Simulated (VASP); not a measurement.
Method: vdW-DF-cx, VASP's PBE PAW potentials (set 64) (plane waves; VASP 6.6.1).

VASP ran on this input.

**INCAR**
```
# general
SYSTEM    =  Rb
PREC      =  Accurate
ENCUT     =  520   # plane-wave cut-off (eV)
LREAL     =  .FALSE.   # projection in real space or not
LASPH     =  .TRUE.   # aspherical one-centre terms

# electronic loop
EDIFF     =  1E-7
NELM      =  100
ALGO      =  Normal   # blocked Davidson
LMAXMIX   =  4   # l cut-off of mixed one-centre charges

# smearing
ISMEAR    =  1   # Methfessel-Paxton
SIGMA     =  0.1

# functional
GGA       =  CX
LUSE_VDW  =  .TRUE.
AGGAC     =  0.0

# ions
ISIF      =  2   # forces and stress, cell fixed

# output
LWAVE     =  .FALSE.
LCHARG    =  .FALSE.
```

### KPOINTS
```
Automatic mesh
0
Gamma
9 9 9
0 0 0
```

File POSCAR:
```
Rb
1.0
 -2.8188291635   2.8188291635   2.8188291635
  2.8188291635  -2.8188291635   2.8188291635
  2.8188291635   2.8188291635  -2.8188291635
Rb
1
Cartesian
  0.0000000000   0.0000000000   0.0000000000
```

POTCAR, in this order: Rb_sv (PBE.64 set). Program: vasp_std.

The resulting files:

File OSZICAR:
```
       N       E                     dE             d eps       ncg     rms          rms(c)
DAV:   1     0.468973103514E+02    0.46897E+02   -0.34374E+03   560   0.828E+02
DAV:   2     0.354702878733E+01   -0.43350E+02   -0.42842E+02   632   0.139E+02
DAV:   3     0.125777992971E+01   -0.22892E+01   -0.22873E+01   792   0.371E+01
DAV:   4     0.120947869571E+01   -0.48301E-01   -0.48180E-01   920   0.415E+00
DAV:   5     0.120910740625E+01   -0.37129E-03   -0.37126E-03   848   0.282E-01    0.112E+00
DAV:   6     0.120633945792E+01   -0.27679E-02   -0.25146E-03   808   0.316E-01    0.675E-01
DAV:   7     0.120292801060E+01   -0.34114E-02   -0.68980E-03   688   0.520E-01    0.475E-02
DAV:   8     0.120243919970E+01   -0.48881E-03   -0.72698E-04   768   0.173E-01    0.162E-02
DAV:   9     0.120240591066E+01   -0.33289E-04   -0.58832E-05   960   0.416E-02    0.532E-03
DAV:  10     0.120240367030E+01   -0.22404E-05   -0.94499E-06   760   0.188E-02    0.118E-03
DAV:  11     0.120240360107E+01   -0.69231E-07   -0.26116E-07   816   0.395E-03
   1 F= 0.12024036E+01 E0= 0.12027108E+01  d E =-.921594E-03
```

### OUTCAR
```
------------------------ aborting loop because EDIFF is reached ----------------------------------------
  FORCE on cell =-STRESS in cart. coord.  units (eV):
  Direction    XX          YY          ZZ          XY          YZ          ZX
  --------------------------------------------------------------------------------------
  Total       -0.0108492     -0.0108492     -0.0108492      0.0000000      0.0000000      0.0000000
  in kB       -0.1940176     -0.1940176     -0.1940176      0.0000000      0.0000000      0.0000000
  external PRESSURE =      -0.1940176 kB  Pullay stress =       0.0000000 kB
  volume of cell :       89.59
      direct lattice vectors                 reciprocal lattice vectors
    -2.818829163  2.818829163  2.818829163     0.000000000  0.177378610  0.177378610
     2.818829163 -2.818829163  2.818829163     0.177378610  0.000000000  0.177378610
     2.818829163  2.818829163 -2.818829163     0.177378610  0.177378610  0.000000000
 POSITION                                       TOTAL-FORCE (eV/Angst)
 -----------------------------------------------------------------------------------
      0.00000      0.00000      0.00000         0.000000     -0.000000     -0.000000
 -----------------------------------------------------------------------------------
    total drift:                               -0.000000     -0.000000      0.000000
  FREE ENERGIE OF THE ION-ELECTRON SYSTEM (eV)
  ---------------------------------------------------
  free  energy   TOTEN  =         1.2024036011 eV

  energy  without entropy=        1.2033251955  energy(sigma->0) =        1.20271080
```
(Selected blocks of OUTCAR.)

The compound is Rb in the bcc structure. It was relaxed first.
